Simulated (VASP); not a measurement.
# CsCrN (P4/mmm) in VASP: reference runs

Aim: a first look at CsCrN with PBE, on the cell as given.

Everything below comes from runs of VASP 6.6.1. Logs are shortened: lines on timing, memory, paths and dates and some standing lists are left out, and cuts for length are marked.

### 1 The crystal as given

Symmetry: P4/mmm, No. 123, tetragonal system. The conventional cell has a = 3.952 Å, b = 3.952 Å, c = 3.034 Å, α = 90.00°, β = 90.00°, γ = 90.00°. Around Cs (site symmetry 4/mmm) lie 2 Cr at 1.52 Å. Cr (site symmetry 4/mmm) has 2 Cs at 1.52 Å as nearest neighbours. Around N (site symmetry 4/mmm) lie 4 Cs at 2.79 Å and 2 N at 3.03 Å and 8 Cr at 3.18 Å.

The cell was built by a generator and needn't be a form met in nature.

### 2 Single point, PBE, collinear spin, ferromagnetic start

INCAR reads:

```
PREC = Accurate ; ENCUT = 520
EDIFF = 1E-7 ; ISMEAR = -1
SIGMA = 0.05 ; LREAL = F
LASPH = T ; NELM = 120
ALGO = Normal ; ISIF = 2
LWAVE = F ; LCHARG = F
ISPIN = 2 ; MAGMOM = 0 3 0
LORBIT = 11 ; LMAXMIX = 4
GGA = PE ; NBANDS = 24
```

KPOINTS reads:

```
Automatic mesh
0
Gamma
  7 7 9
```

POSCAR reads:

```
CsCrN
1.0
    3.9522727300      0.0000000000      0.0000000000
    0.0000000000      3.9522727300      0.0000000000
    0.0000000000      0.0000000000      3.0335445500
Cs Cr N
1 1 1
Direct
    0.5000000000      0.5000000000      0.0000000000
    0.5000000000      0.5000000000      0.5000000000
    0.0000000000      0.0000000000      0.0000000000
```

Potentials or basis: VASP PAW PBE potentials, release 64 (Cs_sv, Cr_pv, N).

Launch:

```
$ cat potpaw_PBE.64/Cs_sv/POTCAR potpaw_PBE.64/Cr_pv/POTCAR potpaw_PBE.64/N/POTCAR > POTCAR
$ mpirun -np 1 vasp_std > vasp.out
```

OUTCAR:

```text
PREC = Accurate
   ENCUT = 520
   EDIFF = 1E-7
   ISMEAR = -1
   LREAL = F
   LASPH = T
   NELM = 120
   ISIF = 2
   ISPIN = 2
   LORBIT = 11
   GGA = PE

 ion  position               nearest neighbor table
   1  0.500  0.500  0.000-   2 1.52   2 1.52
   2  0.500  0.500  0.500-   1 1.52   1 1.52
   3  0.000  0.000  0.000-

 -----------------------------------------------------------------------------
|                                                                             |
|           W    W    AA    RRRRR   N    N  II  N    N   GGGG   !!!           |
|           W    W   A  A   R    R  NN   N  II  NN   N  G    G  !!!           |
|           W    W  A    A  R    R  N N  N  II  N N  N  G       !!!           |
|           W WW W  AAAAAA  RRRRR   N  N N  II  N  N N  G  GGG   !            |
|           WW  WW  A    A  R   R   N   NN  II  N   NN  G    G                |
|           W    W  A    A  R    R  N    N  II  N    N   GGGG   !!!           |
|                                                                             |
|     The distance between some ions is very small. Please check the          |
|     nearest-neighbor list in the OUTCAR file.                               |
|     I HOPE YOU KNOW WHAT YOU ARE DOING!                                     |
|                                                                             |
 -----------------------------------------------------------------------------

  LATTYP: Found a simple tetragonal cell.
 ALAT       =     3.9522727300
 C/A-ratio  =     0.7675443364

  Lattice vectors:

 A1 = (   3.9522727300,   0.0000000000,   0.0000000000)
 A2 = (   0.0000000000,   3.9522727300,   0.0000000000)
 A3 = (   0.0000000000,   0.0000000000,   3.0335445500)

Analysis of symmetry for initial positions (statically):
=====================================================================
 Subroutine PRICEL returns:
 Original cell was already a primitive cell.

 Routine SETGRP: Setting up the symmetry group for a
 simple tetragonal supercell.

 Subroutine GETGRP returns: Found 16 space group operations
 (whereof 16 operations were pure point group operations)
 out of a pool of 16 trial point group operations.

The static configuration has the point symmetry D_4h.

Analysis of symmetry for dynamics (positions and initial velocities):
=====================================================================
 Subroutine PRICEL returns:
 Original cell was already a primitive cell.

 Routine SETGRP: Setting up the symmetry group for a
 simple tetragonal supercell.

 Subroutine GETGRP returns: Found 16 space group operations
 (whereof 16 operations were pure point group operations)
 out of a pool of 16 trial point group operations.

The dynamic configuration has the point symmetry D_4h.

Analysis of structural, dynamic, and magnetic symmetry:
=====================================================================
 Subroutine PRICEL returns:
 Original cell was already a primitive cell.

 Routine SETGRP: Setting up the symmetry group for a
 simple tetragonal supercell.

 Subroutine GETGRP returns: Found 16 space group operations
 (whereof 16 operations were pure point group operations)
 out of a pool of 16 trial point group operations.

The overall configuration has the point symmetry D_4h.

 Subroutine INISYM returns: Found 16 space group operations
 (whereof 16 operations are pure point group operations),
 and found     1 'primitive' translations

----------------------------------------------------------------------------------------

                                     Primitive cell

  volume of cell :      47.3854

  direct lattice vectors                    reciprocal lattice vectors
     3.952272730  0.000000000  0.000000000     0.253018976  0.000000000  0.000000000
     0.000000000  3.952272730  0.000000000     0.000000000  0.253018976  0.000000000
     0.000000000  0.000000000  3.033544550     0.000000000  0.000000000  0.329647376

  length of vectors
     3.952272730  3.952272730  3.033544550     0.253018976  0.253018976  0.329647376

  position of ions in fractional coordinates (direct lattice)
     0.500000000  0.500000000  0.000000000
     0.500000000  0.500000000  0.500000000
     0.000000000  0.000000000  0.000000000

  ion indices of the primitive-cell ions
   primitive index   ion index
                 1           1
                 2           2
                 3           3

[... 50 lines left out ...]
  0.285714  0.000000  0.222222      8.000000
  0.428571  0.000000  0.222222      8.000000
 [... further k-points ...]
   k-points           NKPTS =     50   k-points in BZ     NKDIM =     50   number of bands    NBANDS=     24
   number of dos      NEDOS =    301   number of ions     NIONS =      3
   total plane-waves  NPLWV =  21600
   dimension x,y,z NGX =    30 NGY =   30 NGZ =   24
   dimension x,y,z NGXF=    60 NGYF=   60 NGZF=   48
   ions per type =               1   1   1
   NGX,Y,Z   is equivalent  to a cutoff of  12.62, 12.62, 13.15 a.u.
   NGXF,Y,Z  is equivalent  to a cutoff of  25.24, 25.24, 26.31 a.u.
 SYSTEM =  unknown system
   PREC   = accura    normal or accurate (medium, high low for compatibility)
   ISTART =      0    job   : 0-new  1-cont  2-samecut
   ICHARG =      2    charge: 1-file 2-atom 10-const
   ISPIN  =      2    spin polarized calculation?
   LNONCOLLINEAR =      F non collinear calculations
   LSORBIT =      F    spin-orbit coupling
   LASPH  =      T    aspherical Exc in radial PAW
   ENCUT  =  520.0 eV  38.22 Ry    6.18 a.u.   7.35  7.35  5.64*2*pi/ulx,y,z
   NELM   =    120;   NELMIN=  2; NELMDL= -5     # of ELM steps
   EDIFF  = 0.1E-06   stopping-criterion for ELM
   LREAL  =      F    real-space projection
   EDIFFG = 0.1E-05   stopping-criterion for IOM
   NSW    =      0    number of steps for IOM
   IBRION =     -1    ionic relax: 0-MD 1-quasi-New 2-CG
   NFREE  =      0    steps in history (QN), initial steepest desc. (CG)
   ISIF   =      2    stress and relaxation
   ISYM   =      2    0-nonsym 1-usesym 2-fastsym
   POTIM  = 0.5000    time-step for ionic-motion
   TEBEG  =    0.0;   TEEND  =   0.0 temperature during run
   PSTRESS=    0.0 pullay stress
   NELECT =      26.0000    total number of electrons
   NUPDOWN=      -1.0000    fix difference up-down
   EMIN   =  10.00;   EMAX   =-10.00  energy-range for DOS
   EFERMI =   0.00;   METHOD = LEGACY
   ISMEAR =    -1;   SIGMA  =   0.05  broadening in eV -4-tet -1-fermi 0-gaus
   EFERMI_NEDOS =   21; number of points for ismear=-14 and -15
   IALGO  =     38    algorithm
   IMIX   =      4    mixing-type and parameters
     AMIX     =   0.40;   BMIX     =  1.00
     AMIX_MAG =   1.60;   BMIX_MAG =  1.00
  volume/ion in A,a.u.               =      15.80       106.59
  Fermi-wavevector in a.u.,A,eV,Ry     =   1.340246  2.532698 24.439596  1.796260
  Thomas-Fermi vector in A             =   2.468574
   LORBIT       =     11    0 simple, 1 ext, 2 COOP (PROOUT), +10 PAW based schemes
   GGA     = PE    functional components
   LHFCALC =     F    Hartree Fock is set to
   AEXX    =    0.0000 exact exchange contribution
   IVDW    =     0    specifies the selected vdW correction
   LEPSILON=     F    determine dielectric tensor
   LRPA    =     F    only Hartree local field effects (RPA)
 spin polarized calculation
  energy-cutoff  :      520.00
  volume of cell :       47.39
 maximum number of plane-waves:      1299
 NGX is ok and might be reduce to    30
   NGX = 15   NGY = 15   NGZ = 11

 number of electron      26.0000006 magnetization      -0.0438100

 number of electron      26.0000006 magnetization       0.0104381

 Free energy of the ion-electron system (eV)
  ---------------------------------------------------
  ext. energy  EPLUGINS =         0.00000000
  ---------------------------------------------------
  free energy    TOTEN  =        38.00143473 eV

  energy without entropy =       38.05370060  energy(sigma->0) =       38.02756766

 E-fermi :   5.0725     XC(G=0): -11.0098

 val. band max:        5.0677262284   @ k =   0.2857   0.2857   0.1111
 cond. band min:       5.0760133498   @ k =   0.4286   0.4286   0.1111
 fundamental gap:      0.0082871214
 Fermi energy:         5.0725337000

 spin component 1

 k-point     1 :       0.0000    0.0000    0.0000
  band No.  band energies     occupation
      1     -43.5246      1.00000
      2     -37.3931      1.00000
      3     -37.3931      1.00000
      4     -18.5860      1.00000
      5      -7.6657      1.00000
      6      -4.3549      1.00000
[... 637 lines left out ...]
     23      17.9443      0.00000
     24      19.0990      0.00000

 [... further k-points ...]

 spin component 2

 k-point     1 :       0.0000    0.0000    0.0000
  band No.  band energies     occupation
      1     -43.5211      1.00000
      2     -37.3764      1.00000
      3     -37.3764      1.00000
      4     -18.5858      1.00000
      5      -7.6680      1.00000
      6      -4.3552      1.00000
[... 637 lines left out ...]
     23      17.9464      0.00000
     24      19.1001      0.00000

 [... further k-points ...]

------------------------ aborting loop because EDIFF is reached ----------------------------------------

  FORCE on cell =-STRESS in cart. coord.  units (eV):
  Direction    XX          YY          ZZ          XY          YZ          ZX
  --------------------------------------------------------------------------------------
  -------------------------------------------------------------------------------------
  Total       -3.0538747     -3.0538747    289.4499733      0.0000000     -0.0000000     -0.0000000
  in kB     -103.2565490   -103.2565490   9786.7818377      0.0000000     -0.0000000     -0.0000000
  external PRESSURE =    3193.4229133 kB  Pullay stress =       0.0000000 kB

 VOLUME and BASIS-vectors are now :
 -----------------------------------------------------------------------------
  energy-cutoff  :      520.00
  volume of cell :       47.39
      direct lattice vectors                 reciprocal lattice vectors
     3.952272730  0.000000000  0.000000000     0.253018976  0.000000000  0.000000000
     0.000000000  3.952272730  0.000000000     0.000000000  0.253018976  0.000000000
     0.000000000  0.000000000  3.033544550     0.000000000  0.000000000  0.329647376

 POSITION                                       TOTAL-FORCE (eV/Angst)
 -----------------------------------------------------------------------------------
      1.97614      1.97614      0.00000         0.000000      0.000000      0.000000
      1.97614      1.97614      1.51677         0.000000      0.000000      0.000000
      0.00000      0.00000      0.00000         0.000000      0.000000      0.000000
 -----------------------------------------------------------------------------------
    total drift:                                0.000000      0.000000      0.000000

  FREE ENERGIE OF THE ION-ELECTRON SYSTEM (eV)
  ---------------------------------------------------
  free  energy   TOTEN  =        38.0014347348 eV

  energy  without entropy=       38.0537005951  energy(sigma->0) =       38.02756766

 total charge

# of ion       s       p       d       tot
------------------------------------------
    1        1.995   4.428   1.750   8.173
    2        1.156   7.054   7.367  15.577
    3        1.354   2.010   0.000   3.364
--------------------------------------------------
tot          4.505  13.492   9.117  27.114

 magnetization (x)

# of ion       s       p       d       tot
------------------------------------------
    1       -0.000  -0.002   0.000  -0.001
    2       -0.002  -0.001   0.014   0.011
    3       -0.000  -0.002   0.000  -0.002
--------------------------------------------------
tot         -0.002  -0.004   0.014   0.008
```

It took 90 s on 1 thread of Intel Xeon 6975P-C (Granite Rapids), shared host; peak memory 0.23 GiB.

Results:

```yaml
Free_energy: 38.0014 eV
Pressure: 319.3 GPa
Band_gap_on_the_k_mesh: none (metal or under the smearing width)
Net_moment: 0.01 μB per cell
All_electrons_inside_the_program's_atomic_spheres: Cs 8.17; Cr 15.58; N 3.36
```

Caveat: the starting moments collapsed, and a magnetic state may lie lower; a pressure of tens of GPa on the cell as given is suspect, and the run, the potentials or the cell itself is likely at fault.
